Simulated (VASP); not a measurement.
Input for VASP

POSCAR:
```
K
1
   -2.6400000000     2.6400000000     2.6400000000
    2.6400000000    -2.6400000000     2.6400000000
    2.6400000000     2.6400000000    -2.6400000000
K
1
Direct
  0.0000000000   0.0000000000   0.0000000000
```

INCAR:
```
# general
SYSTEM  =  K
PREC    =  Accurate
ENCUT   =  520
LREAL   =  .False.   # projection in real space or not
LASPH   =  .True.

# electronic loop
EDIFF   =  1E-6   # SCF stop (eV)
NELM    =  100   # most electronic steps
ALGO    =  Normal

# smearing
ISMEAR  =  1
SIGMA   =  0.1

# functional
GGA     =  RP

# ions
IBRION  =  2   # conjugate gradients
NSW     =  60
ISIF    =  3   # ions, shape and volume
EDIFFG  =  -0.01

# output
LWAVE   =  .False.
LCHARG  =  .False.
```

File KPOINTS:
```
Regular mesh
0
gamma
 9 9 9
0 0 0
```

POTCAR, in this order: K_sv (PBE.64 set). Program: vasp_std.

Problem. Write an equivalent input for Quantum ESPRESSO's pw.x.

Solution. One equivalent input (not run):
```
&CONTROL
  calculation = 'vc-relax'
  pseudo_dir = './pseudo'
  outdir = './out'
  tprnfor = .true.
  tstress = .true.
  nstep = 60
  forc_conv_thr = 0.00039
/
&SYSTEM
  ibrav = 0
  nat = 1
  ntyp = 1
  ecutwfc = 74
  occupations = 'smearing'
  smearing = 'methfessel-paxton'
  degauss = 0.00735
  input_dft = 'rpbe'
/
&ELECTRONS
  conv_thr = 7.3e-08
  electron_maxstep = 100
/
&IONS
/
&CELL
/
ATOMIC_SPECIES
  K 39.098 K.upf
CELL_PARAMETERS angstrom
    -2.6400000    2.6400000    2.6400000
     2.6400000   -2.6400000    2.6400000
     2.6400000    2.6400000   -2.6400000
ATOMIC_POSITIONS crystal
  K    0.0000000  0.0000000  0.0000000
K_POINTS automatic
  9 9 9 0 0 0
```
Limits of the translation: the potentials are each code's own (VASP's PAW set, PseudoDojo norm-conserving files in pw.x), so ENCUT and ecutwfc are chosen apart and not converted; conv_thr bounds pw.x's estimated SCF error, while EDIFF bounds the energy change between steps; forc_conv_thr acts on force components and is met together with etot_conv_thr.

The compound is K in the bcc structure. This run relaxes it. Symmetry was kept, so distortions that lower it aren't found.
